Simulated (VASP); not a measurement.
Consider the following.

```xyz
5
Lattice="3.9821 0.0000 0.0000 -1.9910 3.4486 0.0000 0.0000 0.0000 6.8239" Properties=species:S:1:pos:R:3 pbc="T T T"
Na     0.0000     0.0000     0.1785
Li     0.0000     2.2990     2.4337
Zn     1.9910     1.1495     4.1737
S      0.0000     2.2990     5.0074
S      1.9910     1.1495     1.8543
```

Calculation: PBEsol GGA, VASP's PBE PAW potentials (set 64) (plane waves; VASP 6.6.1). Run with 400 eV cut-off, 10×10×5 Γ-centred mesh, Gaussian smearing of 0.010 eV, potentials Na_pv Li_sv Zn S.

At this cut-off the stress carries a Pulay error, which pulls relaxed volumes low. Energy and stress use the plane-wave basis of the starting cell.

Task: The ions, cell shape and volume are relaxed. What does this cell relax into?

Result: 
```xyz
5
Lattice="3.9076 0.0000 0.0000 -1.9538 3.3840 0.0000 0.0000 0.0000 6.6866" Properties=species:S:1:pos:R:3 pbc="T T T"
Na     0.0000     0.0000     0.1599
Li     0.0000     2.2560     2.3949
Zn     1.9538     1.1280     4.0962
S      0.0000     2.2560     4.9216
S      1.9538     1.1280     1.8007
```
Space group P3m1 (156), at a tolerance of 0.03 Å.

Task: How do energy and volume change from the first to the last step?

Result: The energy (σ→0) changes by -9.1 meV/atom and the volume by -5.6 %, in 14 ionic steps.

```csv
step,E(σ→0) (eV),max force (eV/Å),pressure (GPa),volume (Å³)
1,-19.1062,0.123,-2.73,93.71
2,-19.1472,0.195,-0.25,89.44
3,-19.1474,0.217,-0.06,89.16
4,-19.1500,0.076,0.00,88.84
5,-19.1502,0.067,0.01,88.74
6,-19.1508,0.043,-0.03,88.70
7,-19.1513,0.025,-0.08,88.65
8,-19.1513,0.024,-0.10,88.63
9,-19.1514,0.023,0.03,88.40
10,-19.1514,0.024,0.05,88.41
11,-19.1514,0.022,0.02,88.43
12,-19.1514,0.021,0.04,88.42
13,-19.1515,0.011,0.03,88.42
14,-19.1515,0.010,0.02,88.42
```

The structure comes from a computed database's NaLiZnS2 entry (P3m1); how it stands against other phases isn't given here. This run relaxes it. Symmetry was kept, so distortions that lower it aren't found. The run is one of a series of settings (EDIFFG = -0.01, IBRION = 2, ISIF = 3, NSW = 50 against the base run), some of them coarse on purpose.
